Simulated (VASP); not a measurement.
VASP runs on LaTc3 (space group Pm-3m) share one base input (PBE GGA, plane waves, VASP's PBE PAW potentials (set 64)) and change the settings named in each case.

File POSCAR:
```
LaTc3
1
    4.3667170000     0.0000000000     0.0000000000
    0.0000000000     4.3667170000     0.0000000000
    0.0000000000     0.0000000000     4.3667170000
Tc La
3 1
Direct
  0.0000000000   0.5000000000   0.5000000000
  0.5000000000   0.5000000000   0.0000000000
  0.5000000000   0.0000000000   0.5000000000
  0.0000000000   0.0000000000   0.0000000000
```

**INCAR**
```
LCHARG = .FALSE.
SYSTEM = LaTc3
ENCUT = 300   # plane-wave cut-off (eV)
LMAXMIX = 6   # l cut-off of mixed one-centre charges
ALGO = Normal   # blocked Davidson
LREAL = .FALSE.   # projection in real space or not
ISMEAR = -1   # Fermi-Dirac
GGA = PE   # PBE
LWAVE = .FALSE.
LASPH = .TRUE.
PREC = Accurate
EDIFF = 1E-6
ISIF = 2   # forces and stress, cell fixed
SIGMA = 0.1
NELM = 100   # most electronic steps
```

KPOINTS:
```
Automatic mesh
0
Gamma
6 6 6
0 0 0
```

POTCAR, in this order: Tc_pv La (PBE.64 set). Program: vasp_std.

```csv
change,E(σ→0) (eV/atom),pressure (GPa),−TS (eV)
base run,-7.9692,-14.90,-0.3542
"GGA removed, POTCAR Tc_pv La (LDA.64 set)",-8.9772,-22.92,-0.3591
"GGA_COMPAT = .FALSE., LNONCOLLINEAR = .TRUE., LSORBIT = .TRUE., MAGMOM = 0.0 0.0 0.0 0.0 0.0 0.0 0.0 0.0 0.0 0.0 0.0 0.0, program vasp_ncl",-8.1333,-14.81,-0.3437
KPOINTS 1×1×1 Γ-centred mesh,-10.3458,-41.35,-0.0706
```
 Energies of different potentials or functionals have different zeros.  At 300 eV the pressure can carry a Pulay error.

Left out are runs that ran out of time, are held back, or changed the cell or the kind of run, fixed moments of cells without a moment, rows past the twelfth, gaps on odd meshes, pressures of charged cells and columns that move by less than the noise.

The structure was generated: LaTc3 was put into an ordered model structure, which need not be its known phase. The cell was not relaxed at this level.
